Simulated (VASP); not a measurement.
Given:

```yaml
crystal:
  lattice:
    - [0.00000, 1.96949, 1.96949]
    - [1.96949, 0.00000, 1.96949]
    - [1.96949, 1.96949, 0.00000]
  atoms:
    - { symbol: Al, position: [0.00000, 0.00000, 0.00000] }
```

These are PBE GGA, VASP's PBE PAW potentials (set 64) (plane waves; VASP) values and carry that method's errors. Numerical set-up: PREC = Normal, 350 eV cut-off, 8×8×8 Γ-centred mesh, Fermi-Dirac smearing of 0.10 eV, potentials Al_GW.

Task: Give the stress tensor in GPa (positive for a compressed cell).

Result: 
```
7.21  0.00  0.00
0.00  7.21  0.00
0.00  0.00  7.21
```
The pressure is its mean diagonal, 7.21 GPa.

The compound is Al in the fcc structure. This cell is one point of a volume scan, at 0.92 of the reference volume. The k-mesh is coarse (spacing up to 0.35 per Å, 2π included), so the numbers may not be converged in it.
